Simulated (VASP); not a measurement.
Level of theory: revPBE GGA, VASP's PBE PAW potentials (set 64) (plane waves; VASP 6.6.1).

VASP input:

**POSCAR**
```
CdF2
1
    0.0000000000     2.7799865058     2.7799865058
    2.7799865058     0.0000000000     2.7799865058
    2.7799865058     2.7799865058     0.0000000000
Cd F
1 2
Direct
  0.0000000000   0.0000000000   1.0000000000
  0.2500000000   0.2500000000   0.2500000000
  0.7500000000   0.7500000000   0.7500000000
```

INCAR:
```
PREC = Accurate
LEFG = .True.
LREAL = .False.
LASPH = .True.
ISIF = 2   # forces and stress, cell fixed
EDIFF = 1E-7   # SCF stop (eV)
NEDOS = 601
LMAXMIX = 4   # l cut-off of mixed one-centre charges
LWAVE = .False.
LORBIT = 11   # lm-projected
NELM = 100   # most electronic steps
ISMEAR = -5   # tetrahedra, Bloechl
ALGO = Normal   # blocked Davidson
LCHARG = .True.
ENCUT = 520   # plane-wave cut-off (eV)
SYSTEM = CdF2
GGA = RE   # revPBE
```

KPOINTS:
```
Automatic mesh
0
Gamma
8 8 8
0 0 0
```

POTCAR, in this order: Cd F (PBE.64 set). Program: vasp_std.

The resulting files:

**OUTCAR**
```
 ion  position               nearest neighbor table
   1  0.000  0.000  0.000-   3 2.41   3 2.41   3 2.41   2 2.41   3 2.41   2 2.41   2 2.41   2 2.41
  LATTYP: Found a face centered cubic cell.
 ALAT       =     5.5599730116
 Subroutine PRICEL returns:
 Original cell was already a primitive cell.
 Subroutine GETGRP returns: Found 48 space group operations
The static configuration has the point symmetry O_h .
The dynamic configuration has the point symmetry O_h .
 Subroutine INISYM returns: Found 48 space group operations
 Subroutine IBZKPT returns following result:
 Found     29 irreducible k-points:

 Following reciprocal coordinates:
            Coordinates               Weight
  0.000000  0.000000  0.000000      1.000000
  0.125000  0.000000  0.000000      8.000000
  0.250000  0.000000  0.000000      8.000000
  0.375000  0.000000  0.000000      8.000000
  0.500000  0.000000  0.000000      4.000000
  0.125000  0.125000  0.000000      6.000000
  0.250000  0.125000  0.000000     24.000000
  0.375000  0.125000  0.000000     24.000000
  0.500000  0.125000  0.000000     24.000000
 -0.375000  0.125000  0.000000     24.000000
...
```

File OSZICAR:
```
       N       E                     dE             d eps       ncg     rms          rms(c)
DAV:   1     0.203201744183E+03    0.20320E+03   -0.15966E+04  1018   0.153E+03
DAV:   2    -0.306567245774E+01   -0.20627E+03   -0.20239E+03  1123   0.382E+02
DAV:   3    -0.119098773401E+02   -0.88442E+01   -0.88245E+01  1060   0.880E+01
DAV:   4    -0.119561540814E+02   -0.46277E-01   -0.46267E-01  1135   0.641E+00
DAV:   5    -0.119563273026E+02   -0.17322E-03   -0.17322E-03  1063   0.340E-01    0.965E+00
DAV:   6    -0.100173767608E+02    0.19390E+01   -0.57727E+00  1240   0.481E+01    0.670E+00
DAV:   7    -0.100811612499E+02   -0.63784E-01   -0.10833E+00   987   0.107E+01    0.380E+00
DAV:   8    -0.100817353110E+02   -0.57406E-03   -0.20699E-01  1065   0.443E+00    0.832E-01
DAV:   9    -0.100715572734E+02    0.10178E-01   -0.53447E-02  1100   0.261E+00    0.113E-01
DAV:  10    -0.100724759975E+02   -0.91872E-03   -0.40919E-03  1007   0.890E-01    0.169E-01
DAV:  11    -0.100726750245E+02   -0.19903E-03   -0.40384E-04  1094   0.211E-01    0.698E-02
DAV:  12    -0.100727567389E+02   -0.81714E-04   -0.19556E-04  1012   0.124E-01    0.227E-02
DAV:  13    -0.100727617873E+02   -0.50485E-05   -0.16706E-05  1106   0.356E-02    0.939E-03
DAV:  14    -0.100727620711E+02   -0.28373E-06   -0.42250E-06  1017   0.253E-02    0.286E-03
DAV:  15    -0.100727621988E+02   -0.12774E-06   -0.23622E-07   945   0.648E-03    0.516E-04
DAV:  16    -0.100727622397E+02   -0.40875E-07   -0.16069E-08   742   0.132E-03
   1 F= -.10072762E+02 E0= -.10072762E+02  d E =0.000000E+00
```

### OUTCAR
```
------------------------ aborting loop because EDIFF is reached ----------------------------------------
  FORCE on cell =-STRESS in cart. coord.  units (eV):
  Direction    XX          YY          ZZ          XY          YZ          ZX
  --------------------------------------------------------------------------------------
  Total       -0.0171269     -0.0171269     -0.0171269      0.0000000      0.0000000      0.0000000
  in kB       -0.6386038     -0.6386038     -0.6386038      0.0000000      0.0000000      0.0000000
  external PRESSURE =      -0.6386038 kB  Pullay stress =       0.0000000 kB
  volume of cell :       42.97
      direct lattice vectors                 reciprocal lattice vectors
     0.000000000  2.779986506  2.779986506    -0.179856988  0.179856988  0.179856988
     2.779986506  0.000000000  2.779986506     0.179856988 -0.179856988  0.179856988
     2.779986506  2.779986506  0.000000000     0.179856988  0.179856988 -0.179856988
 POSITION                                       TOTAL-FORCE (eV/Angst)
 -----------------------------------------------------------------------------------
      0.00000      0.00000      0.00000         0.000000      0.000000     -0.000000
      1.38999      1.38999      1.38999         0.000000      0.000000      0.000000
      4.16998      4.16998      4.16998        -0.000000     -0.000000     -0.000000
 -----------------------------------------------------------------------------------
    total drift:                                0.000000     -0.000000      0.000000
  FREE ENERGIE OF THE ION-ELECTRON SYSTEM (eV)
  ---------------------------------------------------
  free  energy   TOTEN  =       -10.0727622397 eV

  energy  without entropy=      -10.0727622397  energy(sigma->0) =      -10.07276224

 total charge

# of ion       s       p       d       tot
------------------------------------------
    1        0.213   0.160   9.678  10.052
    2        1.741   4.333   0.000   6.075
    3        1.741   4.333   0.000   6.075
--------------------------------------------------
tot          3.696   8.827   9.678  22.201

 Electric field gradients after diagonalization (V/A^2)
 (convention: |V_zz| > |V_xx| > |V_yy|)
----------------------------------------------------------------------
 ion       V_xx      V_yy      V_zz     asymmetry (V_yy - V_xx)/ V_zz
----------------------------------------------------------------------
   1      -0.001    -0.001     0.002       0.000
   2      -0.002    -0.002     0.004       0.000
   3      -0.002    -0.002     0.004       0.000
```
(Selected blocks of OUTCAR.)

The compound is CdF2 in the fluorite structure. It was relaxed first, which changed the volume by +10 %.
